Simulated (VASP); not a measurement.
The system is PtF2.

```
Pt F
1.0
     0.00000    2.55255    2.55255
     2.55255    0.00000    2.55255
     2.55255    2.55255    0.00000
Pt F
1 2
Direct
  0.00000 0.00000 0.00000
  0.25000 0.25000 0.25000
  0.75000 0.75000 0.75000
```

The cell comes from a database or a generator and needn't be the stable form of this composition.

Base run:

```yaml
Program: VASP 6.6.1
Functional: LDA
Potentials_or_basis: VASP PAW LDA potentials, release 64 (Pt, F)
Cutoff: 520 eV
k_mesh: 6 × 6 × 6
Occupations: gaussian, width 0.05 eV
Spin: collinear spin, zero start
Starting_moments: "[0.0, 0.0, 0.0] μB"
Hubbard_terms: Pt d U = 4 eV
```

Its results: band gap on the k mesh none (metal or under the smearing width); pressure 13.2 GPa; net moment 0.00 μB per cell.

Q: The run is repeated on the same cell with these changes: hubbard terms from Pt d U = 4 eV to Pt d U = 7 eV; further incar settings from ALGO = Fast; EDIFF = 1e-06 to ALGO = Fast; EDIFF = 1e-06; NBANDS = 23. What comes out?

A: Band gap on the k mesh none (metal or under the smearing width); pressure 7.3 GPa; net moment 0.00 μB per cell.

Not every run made on this cell is shown here.
